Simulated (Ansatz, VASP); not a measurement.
# Cross-check of TiGe between VASP and Ansatz

Wanted: the spread between two codes on one cell, functional and k mesh. The cell is generated by rule, not measured, and may not be a known phase. Of the first pair: The two relaxations start from unlike cells of this crystal (the structure described is Ansatz's start), so only their ends are compared.

Calculated with Ansatz 0.2.0; plane waves, with VASP 6.6.1 beside it; relaxation of cell and atoms at PBEsol.

## Step 1: Starting point

Symmetry: P6_3/mmc, No. 194, hexagonal system. The conventional cell has a = 3.574 Å, b = 3.574 Å, c = 5.718 Å, α = 90.00°, β = 90.00°, γ = 120.00°. Ti has 6 Ge at 2.51 Å nearest. Ge has 6 Ti at 2.51 Å nearest. Farther neighbours are not listed.

## Step 2: Ansatz: relaxation of cell and atoms, PBEsol, pair 1

Ansatz runs on its default PAW (the set named soft_2) files.

The relaxed volume is the usual yardstick between codes: in a stiff, nearly cubic crystal its relative difference is about their pressure difference at one cell divided by the bulk modulus.

File input.yaml:

```yaml
crystal:
  lattice:
    - [3.57351, 0.0, 0.0]
    - [-1.78675, 3.09475, 0.0]
    - [0.0, 0.0, 5.71761]
  atoms:
    - { symbol: Ti, position: [0.0, 0.0, 0.0] }
    - { symbol: Ti, position: [0.0, 0.0, 0.5] }
    - { symbol: Ge, position: [0.333333, 0.666667, 0.25] }
    - { symbol: Ge, position: [0.666667, 0.333333, 0.75] }
kpoints:
  mp_grid: { grid: [6, 6, 4] }
hamiltonian:
  xc: pbesol
scf:
  occupations: { method: gaussian, width: 0.1 }
output:
  forces: true
  stress: true
  eigenvalues: true
relax:
  adjacent_minimum: "off"
  f_tol: 0.05
  max_steps: 80
  cell: { stress_tol: 0.5 }
```

Launch:

```console
$ ansatz run input.yaml --threads 4 --pin off --max-ram 7168MiB --backend cpu --events-out ev --progress --plain --runs-dir out
```

Numbers of over 12 decimals in the logs are rounded to 6 here.

Output:

```text
Warning: the atoms were moved onto the symmetric positions of the space group found under crystal.symmetry.tolerance 1.0e-5 (fractional; no operation is sought that the atoms, as they stand in a round, miss by more than twice it, and no atom is moved by as much as it), and the run uses the moved positions. Before a round's move an operation carried an atom to 3.57e-6 Å from where it should land, the largest such dist [...]
The last accepted step is kept in <dir> (removed where the run ends without a failure and the disk answers)
Engine: ansatz 0.2.0, aarch64-unknown-linux-gnu
Pseudopotentials: kind: paw
Pseudopotential: Ti, paw, valence charge 12, recommended cutoff 420 eV (normal), Ti.paw.azcp
Pseudopotential: Ge, paw, valence charge 14, recommended cutoff 420 eV (normal), Ge.paw.azcp
Functional definition: PBEsol
  exchange = pbesol_x
  correlation = pbesol_c
Crystal: 4 atoms, lattice volume = 63.232 Å³
Basis set: ecut = 420 eV, 1237 PW (Γ), exchange–correlation on 48×48×80 points (8 copies of the dense FFT grid, shifted against one another)
Bands: 32, of which v1, the nominal top of the filled ones, is band 26 counted from 1 (25 counted from 0)
Symmetry: 24 space group operations
Space group: P63/mmc (ITA 194), of the structure as read, at distance tolerance 4.0e-5 Å
k-points: 21 of 144
Non-local potential: Ti, projectors of the file, l = 0: 3, l = 1: 2, l = 2: 3, l = 3: 1
Non-local potential: Ge, projectors of the file, l = 0: 2, l = 1: 2, l = 2: 3, l = 3: 1
PAW form: soft (Blöchl's): semilocal exchange-correlation on the pseudo side does not see the compensation charge
PAW frozen core: Ti, regenerated for the run's functional, and the local potential with it (the file was generated under x = pbe(κ = 0.804, μ = 0.219515), c = pbe(β = 0.066725))
PAW frozen core: Ge, regenerated for the run's functional, and the local potential with it (the file was generated under x = pbe(κ = 0.804, μ = 0.219515), c = pbe(β = 0.066725))
PAW one-centre angular grid: Ti, 590 points (default); XC on 64 Gauss nodes
PAW one-centre angular grid: Ge, 590 points (default); XC on 64 Gauss nodes
Initial density: superposition of atomic densities (neutral atoms: chi_scale 0, normalization atom), corrected by the library's trained network
[...]
basis re-selected at this cell: Δ(F+E_penalty+E_count) = -1.279e-2 eV, ΔP = +0.384 GPa vs the last step (what re-selecting the basis moved, of the pressure what is left beyond the Pulay correction that the steps carried, after the strain that the cell walked since its last selection, with what the two solves' SCF thresholds leave and, on support functions, any second-order correction that the steps lacked; it is no measure of the basis error at this ecutwfc). The dense FFT grid was sized anew with the basis: this SCF ran on 24×24×45 points, the steps before it on 24×24×40, so part of this shift can come from that change (see relax.cell in the input reference). [rest of the remark cut]
Crystal: 4 atoms, lattice volume = 68.935 Å³
Basis set: ecut = 420 eV, 1335 PW (Γ), exchange–correlation on 48×48×90 points (8 copies of the dense FFT grid, shifted against one another)
iter 1 solved again at ethr=5.17e-6 eV; its pass at ethr=3.10e-3 eV (dr2=2.69e-3 eV) is discarded
SCF iter   1: F=—  HF=-13456.648453 eV  |F-HF|=—  |Δ(HF+E_count)|=         —  Δρ=1.74e-3  dr2=2.86e-3  ethr=5.17e-6  ⟨swp⟩=2.0  Hψ=3131  notcnv=0
preconditioner: auto → Resta (q_TF=auto, 2.603 Å⁻¹)  ε∞=3.7  [insulator: Δε(μ)=0.172 eV  Ē_g=16.247 eV  σ=0.100 eV  W_gap=0.77  n_scr=22 (ndim 8)  ℏωp=26.8 eV  f_vac=0.000  D(μ)=1.53/eV (n_scr^D=4)  ε∞_Penn≈3.7]
SCF iter   2: F=—  HF=-13456.647827 eV  |F-HF|=—  |Δ(HF+E_count)|=   6.26e-4  Δρ=8.11e-4  dr2=5.32e-4  ethr=5.17e-6  ⟨swp⟩=2.0  Hψ=779  notcnv=0
SCF iter   3: F=—  HF=-13456.647653 eV  |F-HF|=—  |Δ(HF+E_count)|=   1.74e-4  Δρ=2.07e-4  dr2=3.46e-5  ethr=1.02e-6  ⟨swp⟩=2.0  Hψ=837  notcnv=0
SCF iter   4: F=—  HF=-13456.647617 eV  |F-HF|=—  |Δ(HF+E_count)|=   3.61e-5  Δρ=4.62e-5  dr2=1.06e-6  ethr=6.65e-8  ⟨swp⟩=2.0  Hψ=1052  notcnv=0
iter 5 did not close the SCF: its close was put off for the readings that it lacked (scf_convergence_deferred on its scf_iter line)
SCF iter   5: F=-13456.647616 eV  HF=-13456.647616 eV  |F-HF|=8.58e-9  |Δ(HF+E_count)|=   1.19e-6  Δρ=1.62e-5  dr2=1.12e-7  ethr=2.04e-9  ⟨swp⟩=2.0  Hψ=1044  notcnv=0
SCF iter   6: F=-13456.647616 eV  HF=-13456.647616 eV  |F-HF|=2.52e-9  |Δ(HF+E_count)|=   1.63e-8  Δρ=2.85e-6  dr2=4.12e-9  ethr=2.15e-10  ⟨swp⟩=2.0  Hψ=2074  notcnv=0
SCF 8 converged in 6 iterations: F = -13456.647616 eV  dr2 = 4.12e-9
relax step   8: F+E_penalty+E_count = -13456.64761601 eV  Δ(F+E_penalty+E_count) = -2.055e-3 eV  max|allowed force component| = 6.245e-17 eV/Å  Δτ_max = 0.0000 Å  P = +0.171 GPa  Ω = 68.935 Å³  energy of the carried Pulay correction = +2.547e-5 eV  (6 SCF iters, dr2 threshold 4.00e-7 eV, accepted)
iter 1 solved again at ethr=2.31e-8 eV; its pass at ethr=3.10e-3 eV (dr2=1.20e-5 eV) is discarded
SCF iter   1: F=—  HF=-13456.647622 eV  |F-HF|=—  |Δ(HF+E_count)|=         —  Δρ=2.89e-4  dr2=1.19e-6  ethr=2.31e-8  ⟨swp⟩=3.0  Hψ=3920  notcnv=0
preconditioner: auto → Resta (q_TF=auto, 2.603 Å⁻¹)  ε∞=3.7  [insulator: Δε(μ)=0.171 eV  Ē_g=16.270 eV  σ=0.100 eV  W_gap=0.77  n_scr=22 (ndim 8)  ℏωp=26.8 eV  f_vac=0.000  D(μ)=1.55/eV (n_scr^D=4)  ε∞_Penn≈3.7]
SCF iter   2: F=—  HF=-13456.647601 eV  |F-HF|=—  |Δ(HF+E_count)|=   2.10e-5  Δρ=1.46e-4  dr2=3.06e-7  ethr=2.30e-9  ⟨swp⟩=1.0  Hψ=672  notcnv=0
iter 3 did not close the SCF: its close was put off for the readings that it lacked (scf_convergence_deferred on its scf_iter line)
SCF iter   3: F=-13456.647600 eV  HF=-13456.647600 eV  |F-HF|=4.71e-10  |Δ(HF+E_count)|=   5.12e-7  Δρ=8.50e-7  dr2=5.12e-10  ethr=5.88e-10  ⟨swp⟩=1.0  Hψ=672  notcnv=0
iter 4 did not close the SCF: its close was put off for the readings that it lacked (scf_convergence_deferred on its scf_iter line)
SCF iter   4: F=-13456.647600 eV  HF=-13456.647600 eV  |F-HF|=5.46e-12  |Δ(HF+E_count)|=  1.49e-10  Δρ=1.84e-7  dr2=1.42e-11  ethr=1.00e-12  ⟨swp⟩=2.0  Hψ=1177  notcnv=0
iter 5 did not close the SCF: its close was put off for the readings that it lacked (scf_convergence_deferred on its scf_iter line)
SCF iter   5: F=-13456.647600 eV  HF=-13456.647600 eV  |F-HF|=9.09e-12  |Δ(HF+E_count)|=    0.00e0  Δρ=6.55e-8  dr2=2.28e-12  ethr=1.00e-12  ⟨swp⟩=1.0  Hψ=672  notcnv=0
iter 6 did not close the SCF: its close was put off for the readings that it lacked (scf_convergence_deferred on its scf_iter line)
SCF iter   6: F=-13456.647600 eV  HF=-13456.647600 eV  |F-HF|=5.46e-12  |Δ(HF+E_count)|=  9.09e-12  Δρ=2.99e-8  dr2=3.24e-13  ethr=1.00e-12  ⟨swp⟩=1.0  Hψ=672  notcnv=0
SCF iter   7: F=-13456.647600 eV  HF=-13456.647600 eV  |F-HF|=1.82e-12  |Δ(HF+E_count)|=  7.28e-12  Δρ=5.14e-9  dr2=1.30e-14  ethr=1.00e-12  ⟨swp⟩=1.0  Hψ=1428  notcnv=0
SCF 9 converged in 7 iterations: F = -13456.647600 eV  dr2 = 1.30e-14
relax step   9: F+E_penalty+E_count = -13456.64760048 eV  Δ(F+E_penalty+E_count) = +1.553e-5 eV  max|allowed force component| = 7.401e-17 eV/Å  Δτ_max = 0.0000 Å  P = +0.172 GPa  Ω = 68.935 Å³  stress off target by 2.05e-1 GPa  SCF on the basis re-selected at this cell (its energy is not comparable with the rows above)  (7 SCF iters)
basis re-selected at this cell: Δ(F+E_penalty+E_count) = +1.553e-5 eV, ΔP = +0.001 GPa vs the last step (what re-selecting the basis moved, of the pressure what is left beyond the Pulay correction that the steps carried, after the strain that the cell walked since its last selection, with what the two solves' SCF thresholds leave and, on support functions, any second-order correction that the steps lacked; it is no m [...]
SCF converged after 7 iterations
Free energy (F): -13456.647600 eV
Harris-Foulkes:  -13456.647600 eV  (|F-HF|=1.82e-12)
Internal energy: -13456.639835 eV  (E = F + TS)
E sigma→0 (E₀):  -13456.643718 eV
Entropy (-TS):   -0.007765 eV (-1.941 meV/atom)
Fermi energy:    12.405908 eV
--- Per-component energies (eV) ---
  E_band       = -511.992037
  E_kinetic    = 770.883400
  E_local      = -5955.832800  (includes V_loc(G=0)·N_el)
  E_nonlocal   = 858.392726
  E_hartree    = 2578.008112
  E_xc         = -346.182633
  E_vxc        = -376.164402  (∫ρ·V_xc dr)
  E_paw        = -6001.933978  (= ΣΔE_a)
  E_vpaw       = -965.287914  (= ΣTr[D̂ρ^β])
  E_aug_tail   = 0.000731  (compensation charges beyond the density's cutoff)
  E_ewald      = -5362.090034
  E_core_change = 2.114641  (= ΣΔE_core)
  E_smearing   = -0.007765  (= −TS)
  E_closure    = 0.000000  (closes the sum)
  Σ components = -13456.647600   (vs F -13456.647600, Δ=0.00e0)
--- Forces (eV/Å), atoms counted from 1 ---
  atom   1  Ti    -0.00000000     0.00000000     0.00000000
  atom   2  Ti    -0.00000000    -0.00000000     0.00000000
  atom   3  Ge    -0.00000000     0.00000000     0.00000000
  atom   4  Ge     0.00000000    -0.00000000    -0.00000000
  max |Σ_I F_I| component: 1.85e-17 eV/Å
--- Stress (GPa, compression-positive) ---
        0.205335      -0.000000      -0.000000
        0.000000       0.205335       0.000000
       -0.000000       0.000000       0.104660
  P = ⅓ Tr σ = 0.1718 GPa (1.718 kbar)
--- Band table (eV; the first three rows and the last of 21) ---
  k-point 0: bands = [... 22 lower, 11.3095, 11.4127, 12.8140, 12.8140, 12.9892, 12.9892, 14.0753, 14.0753, ... 2 higher]
  k-point 1: bands = [... 22 lower, 11.4793, 11.4793, 12.5262, 12.5262, 13.0980, 13.0980, 13.8034, 13.8034, ... 2 higher]
  k-point 2: bands = [... 22 lower, 11.9453, 11.9453, 11.9453, 11.9453, 13.3959, 13.3959, 13.3959, 13.3959, ... 2 higher]
  k-point 20: bands = [... 22 lower, 9.7541, 9.7541, 10.6198, 10.6198, 12.7981, 12.7981, 14.3276, 14.3276, ... 2 higher]
--- Relaxed structure (7 steps of the walk, 7 accepted, 2 SCFs on fresh bases) ---
  F+E_penalty+E_count = -13456.64760048 eV   max|allowed force component| = 7.401e-17 eV/Å   (the final SCF, on the basis selected at the relaxed cell)
  cell:  # Å, volume = 68.9352 Å³
    - [3.489300, -2.8187252014188303e-6, 0.0]
    - [-1.744648, 3.021824, 0.0]
    - [0.0, 0.0, 6.537828]
  atoms:
    - { symbol: Ti, position: [0, 0, 0] }
    - { symbol: Ti, position: [0, 0, 0.500000] }
    - { symbol: Ge, position: [0.333333, 0.666667, 0.250000] }
    - { symbol: Ge, position: [0.666667, 0.333333, 0.750000] }
```

The column dr2 measures how far the density is from self-consistency, as an energy; F and HF (Harris–Foulkes) agree once it is small.

[end of part 1 of 2]

[Lines on the potential files, build, host, timing and source positions are cut from VASP's logs without a mark.]

[Logs are printed without paths, hosts, clocks, repeated set-up lines and the standing remarks that a program may print on its own settings, such as how far it seeks lower states.]

[Hosts, paths, dates, database ids (printed as entryN), source tags and the programs' standing remarks are cut or masked in the printed files.]
